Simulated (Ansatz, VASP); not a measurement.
**Two plane-wave programs on Si**

```
Si
1.0
     2.76642    0.00000    0.00000
    -1.38321    2.39579    0.00000
     0.00000    0.00000    2.21310
Si
1
Direct
  0.00000 0.00000 0.00000
```

Alike in both runs: task single point; functional LDA; k mesh 24 × 24 × 22; occupations gaussian, width 0.15 eV; no spin polarisation.

|  | VASP | Ansatz |
| --- | --- | --- |
| version | VASP 6.6.1 | Ansatz 0.2.0 |
| potentials or method | VASP PAW LDA potentials, release 64 (Si) | scalar-relativistic, plane waves, PAW |
| plane-wave cutoff (eV) | 520 | 420 |
| valence electrons in the cell | 4 | 4 |

```csv
,VASP,Ansatz,Ansatz less VASP
gap on the k mesh at the Fermi level (eV),none,none,-
pressure (GPa),7.3,7.2,-0.09
largest component of the traceless stress (GPa),36.58,36.50,-0.083
```

A gap of «none» marks a metal or a gap that the smearing closes.
